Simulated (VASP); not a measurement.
OSZICAR of a VASP run on BaHfO3 (cubic perovskite):

### OSZICAR
```
       N       E                     dE             d eps       ncg     rms          rms(c)
DAV:   1     0.227525881671E+03    0.22753E+03   -0.21387E+04   460   0.161E+03
DAV:   2    -0.425259392493E+02   -0.27005E+03   -0.26521E+03   606   0.351E+02
DAV:   3    -0.541955202389E+02   -0.11670E+02   -0.11644E+02   579   0.737E+01
DAV:   4    -0.544296905571E+02   -0.23417E+00   -0.23411E+00   672   0.963E+00
DAV:   5    -0.544351142065E+02   -0.54236E-02   -0.54236E-02   597   0.853E-01    0.666E+01
DAV:   6    -0.479260455888E+02    0.65091E+01   -0.40455E+01   516   0.379E+01    0.578E+01
DAV:   7    -0.477227454706E+02    0.20330E+00   -0.24726E+00   602   0.106E+01    0.340E+01
DAV:   8    -0.476645079114E+02    0.58238E-01   -0.21534E-01   596   0.386E+00    0.452E+00
DAV:   9    -0.476547208050E+02    0.97871E-02   -0.67677E-02   565   0.167E+00    0.176E+00
DAV:  10    -0.476539165701E+02    0.80423E-03   -0.89117E-03   579   0.605E-01    0.471E-01
DAV:  11    -0.476538391002E+02    0.77470E-04   -0.92284E-04   596   0.197E-01    0.360E-02
DAV:  12    -0.476538377207E+02    0.13795E-05   -0.87568E-05   624   0.577E-02    0.135E-01
DAV:  13    -0.476538364770E+02    0.12438E-05   -0.75786E-06   573   0.180E-02    0.289E-03
DAV:  14    -0.476538364537E+02    0.23237E-07   -0.45191E-07   641   0.405E-03    0.793E-03
DAV:  15    -0.476538364447E+02    0.89722E-08   -0.55566E-08   565   0.160E-03
   1 F= -.47653836E+02 E0= -.47653836E+02  d E =-.476538E+02
```

Question: Which electronic solver shows in the log?

Answer: It is blocked Davidson (ALGO = Normal, or the opening steps of other solvers). The INCAR had ALGO = Normal.

Question: Can the final energy be trusted as converged?

Answer: The calculation finished and met its thresholds. It stopped with EDIFF = 1E-8, NELM = 100, NSW = 30 and EDIFFG = -0.001 after 1 ionic step (LDA (Ceperley-Alder, Perdew-Zunger), plane waves, VASP's LDA PAW potentials (set 64)).

The compound is BaHfO3 in the cubic perovskite structure. It was relaxed first. The start is the result of an earlier pass.
